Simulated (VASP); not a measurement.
Crystal: H2, in a box.

```
H
1.0
    10.00000    0.00000    0.00000
     0.00000   10.00000    0.00000
     0.00000    0.00000   10.00000
H
2
Direct
  0.50000 0.50000 0.44850
  0.50000 0.50000 0.55150
```

Base run:

```yaml
Program: VASP 6.6.1
Functional: HSE06
Potentials_or_basis: VASP PAW PBE potentials, release 64 (H)
Cutoff: 450 eV
k_mesh: 1 × 1 × 1
Occupations: gaussian, width 0.02 eV
Spin: no spin polarisation
```

Its results: gap between the frontier levels 9.79 eV; largest force 4.627 eV/Å.

The run is repeated on the same cell with these changes: functional from HSE06 to r2SCAN. What comes out?

Gap between the frontier levels 9.23 eV; largest force 4.645 eV/Å.

HSE06 gives the wider gap, since exact exchange removes part of the self-interaction.

Caveats: the PAW data sets were made with another functional, which shifts forces and pressure a little.

A k mesh can miss the band edges.

Not every run made on this cell is shown here.
